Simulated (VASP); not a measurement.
All values below come from r2SCAN meta-GGA, VASP's PBE PAW potentials (set 64) (plane waves; VASP).

A VASP calculation is set up with these files.

KPOINTS_OPT:
```
k-points along high-symmetry lines
6
Line-mode
Reciprocal
  0.000000   0.000000   0.000000 ! GAMMA
  0.500000   0.000000   0.000000 ! M

  0.500000   0.000000   0.000000 ! M
  0.333333   0.333333   0.000000 ! K

  0.333333   0.333333   0.000000 ! K
  0.000000   0.000000   0.000000 ! GAMMA

  0.000000   0.000000   0.000000 ! GAMMA
  0.000000   0.000000   0.500000 ! A

  0.000000   0.000000   0.500000 ! A
  0.500000   0.000000   0.500000 ! L

  0.500000   0.000000   0.500000 ! L
  0.333333   0.333333   0.500000 ! H

  0.333333   0.333333   0.500000 ! H
  0.000000   0.000000   0.500000 ! A

  0.500000   0.000000   0.500000 ! L
  0.500000   0.000000   0.000000 ! M

  0.333333   0.333333   0.500000 ! H
  0.333333   0.333333   0.000000 ! K
```

**KPOINTS**
```
Automatic mesh
0
Gamma
6 6 10
0 0 0
```

INCAR:
```
SYSTEM = GePt2
PREC = Accurate; ENCUT = 400; LREAL = .FALSE.
LASPH = .TRUE.
EDIFF = 1E-7; NELM = 100; ALGO = Normal
LMAXMIX = 6; LMIXTAU = .TRUE.
ISMEAR = -5
METAGGA = R2SCAN
ISIF = 2
LWAVE = .FALSE.; LCHARG = .FALSE.; LORBIT = 11
NEDOS = 601
LEFG = .TRUE.
```

**POSCAR**
```
GePt2
1
    6.7246677962     0.0000000000     0.0000000000
   -3.3623338981     5.8237334777    -0.0000000000
    0.0000000000     0.0000000000     3.5581587130
Ge Pt
3 6
Direct
  0.6666670000   0.3333330000   0.0000000000
  0.3333330000   0.6666670000   0.0000000000
  0.0000000000   0.0000000000   0.5000000000
  0.6213733031   0.0000000000   0.5000000000
  0.3786266969   0.3786266969   0.5000000000
  1.0000000000   0.6213733031   0.5000000000
  0.0000000000   0.2828035756   0.0000000000
  0.2828035756   0.0000000000   0.0000000000
  0.7171964244   0.7171964244   0.0000000000
```

POTCAR, in this order: Ge_d Pt (PBE.64 set). Program: vasp_std.

The run wrote:

### OSZICAR
```
       N       E                     dE             d eps       ncg     rms          rms(c)
DAV:   1     0.882161860900E+03    0.88216E+03   -0.39448E+04  7060   0.346E+03
DAV:   2    -0.161984810951E+03   -0.10441E+04   -0.10035E+04  5188   0.970E+02
DAV:   3    -0.362261201691E+03   -0.20028E+03   -0.18971E+03  5514   0.211E+02
DAV:   4    -0.377334073265E+03   -0.15073E+02   -0.14729E+02  6152   0.692E+01
DAV:   5    -0.377777237120E+03   -0.44316E+00   -0.44163E+00  5749   0.119E+01    0.267E+01
DAV:   6    -0.358844509273E+03    0.18933E+02   -0.15020E+01  5409   0.203E+01    0.134E+01
DAV:   7    -0.352088203191E+03    0.67563E+01   -0.21119E+00  6439   0.700E+00    0.582E+00
DAV:   8    -0.353484779463E+03   -0.13966E+01   -0.31475E+00  5334   0.767E+00    0.399E+00
DAV:   9    -0.353782599297E+03   -0.29782E+00   -0.83529E-01  5382   0.429E+00    0.991E-01
DAV:  10    -0.353730248375E+03    0.52351E-01   -0.10826E-01  5917   0.170E+00    0.220E-01
DAV:  11    -0.353824694966E+03   -0.94447E-01   -0.27597E-01  5389   0.201E+00    0.589E-01
DAV:  12    -0.353811533123E+03    0.13162E-01   -0.77500E-03  6252   0.496E-01    0.483E-01
DAV:  13    -0.353852310516E+03   -0.40777E-01   -0.64855E-03  5634   0.328E-01    0.283E-01
DAV:  14    -0.353886555762E+03   -0.34245E-01   -0.17683E-02  5781   0.478E-01    0.488E-02
DAV:  15    -0.353888455254E+03   -0.18995E-02   -0.83703E-04  6334   0.142E-01    0.304E-02
DAV:  16    -0.353889885420E+03   -0.14302E-02   -0.65402E-04  5605   0.104E-01    0.126E-02
DAV:  17    -0.353889934545E+03   -0.49125E-04   -0.45988E-05  6034   0.333E-02    0.383E-03
DAV:  18    -0.353889936986E+03   -0.24411E-05   -0.49715E-06  5482   0.134E-02    0.223E-03
DAV:  19    -0.353889938810E+03   -0.18242E-05   -0.14292E-06  5089   0.783E-03    0.160E-03
DAV:  20    -0.353889936192E+03    0.26176E-05   -0.11227E-06  4978   0.732E-03    0.138E-03
DAV:  21    -0.353889938760E+03   -0.25680E-05   -0.35470E-07  5023   0.375E-03    0.809E-04
DAV:  22    -0.353889938897E+03   -0.13696E-06   -0.84292E-09  2867   0.617E-04    0.482E-04
DAV:  23    -0.353889939146E+03   -0.24826E-06   -0.12267E-08  2837   0.806E-04    0.190E-04
DAV:  24    -0.353889939246E+03   -0.99843E-07   -0.57569E-09  2797   0.481E-04
   1 F= -.35388994E+03 E0= -.35388994E+03  d E =0.000000E+00
       N       E                     dE             ncg
       N       E                     dE             ncg
```

**OUTCAR**
```
------------------------ aborting loop because EDIFF is reached ----------------------------------------
  FORCE on cell =-STRESS in cart. coord.  units (eV):
  Direction    XX          YY          ZZ          XY          YZ          ZX
  --------------------------------------------------------------------------------------
  Total       -0.0033367     -0.0033367      0.0103888      0.0000000     -0.0000000      0.0000000
  in kB       -0.0383642     -0.0383642      0.1194481      0.0000000     -0.0000000      0.0000000
  external PRESSURE =       0.0142399 kB  Pullay stress =       0.0000000 kB
  volume of cell :      139.35
      direct lattice vectors                 reciprocal lattice vectors
     6.724667796  0.000000000  0.000000000     0.148706231  0.085855577  0.000000000
    -3.362333898  5.823733478  0.000000000     0.000000000  0.171711155  0.000000000
     0.000000000  0.000000000  3.558158713     0.000000000  0.000000000  0.281044237
 POSITION                                       TOTAL-FORCE (eV/Angst)
 -----------------------------------------------------------------------------------
      3.36234      1.94124      0.00000        -0.000000      0.000000      0.000000
     -0.00000      3.88249      0.00000        -0.000000     -0.000000      0.000000
      0.00000      0.00000      1.77908        -0.000000     -0.000000      0.000000
      4.17853      0.00000      1.77908         0.015909     -0.000000      0.000000
      1.27307      2.20502      1.77908        -0.007954     -0.013777      0.000000
     -2.08926      3.61871      1.77908        -0.007954      0.013777     -0.000000
     -0.95088      1.64697      0.00000         0.029519     -0.051128     -0.000000
      1.90176      0.00000      0.00000        -0.059038      0.000000     -0.000000
      2.41145      4.17676      0.00000         0.029519      0.051128      0.000000
 -----------------------------------------------------------------------------------
    total drift:                                0.000129      0.000229     -0.000003
  FREE ENERGIE OF THE ION-ELECTRON SYSTEM (eV)
  ---------------------------------------------------
  free  energy   TOTEN  =      -353.8899392455 eV

  energy  without entropy=     -353.8899392455  energy(sigma->0) =     -353.88993925

 total charge

# of ion       s       p       d       tot
------------------------------------------
    1        1.054   1.197  10.149  12.400
    2        1.054   1.197  10.149  12.400
    3        1.036   1.249  10.163  12.449
    4        0.564   0.489   8.219   9.272
    5        0.564   0.489   8.219   9.272
    6        0.564   0.489   8.219   9.272
    7        0.619   0.601   8.221   9.442
    8        0.619   0.601   8.221   9.442
    9        0.619   0.601   8.221   9.442
--------------------------------------------------
tot          6.695   6.913  79.784  93.393
```
(Selected blocks of OUTCAR.)

For a metal the tetrahedron method with Blöchl corrections gives inexact stress and forces.

The structure comes from a computed database's GePt2 entry (P-62m); how it stands against other phases isn't given here. It was relaxed first.
